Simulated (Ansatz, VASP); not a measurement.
**Two plane-wave programs on TiPd**

```
Ti Pd
1.0
     3.18000    0.00000    0.00000
     0.00000    3.18000    0.00000
     0.00000    0.00000    3.18000
Ti Pd
1 1
Direct
  0.50000 0.50000 0.50000
  0.00000 0.00000 0.00000
```

Alike in both runs: task single point; functional LDA; k mesh 16 × 16 × 16; occupations gaussian, width 0.15 eV; no spin polarisation.

|  | VASP | Ansatz |
| --- | --- | --- |
| version | VASP 6.6.1 | Ansatz 0.2.0 |
| potentials or method | VASP PAW LDA potentials, release 64 (Ti_sv, Pd) | scalar-relativistic, plane waves, PAW |
| plane-wave cutoff (eV) | 520 | 420 |
| valence electrons in the cell | 22 | 30 |

```csv
,VASP,Ansatz,Ansatz less VASP
gap on the k mesh at the Fermi level (eV),none,none,-
pressure (GPa),-11.3,-11.6,-0.28
```

A gap of «none» marks a metal or a gap that the smearing closes. The two sets of potentials don't hold the same shells in valence.
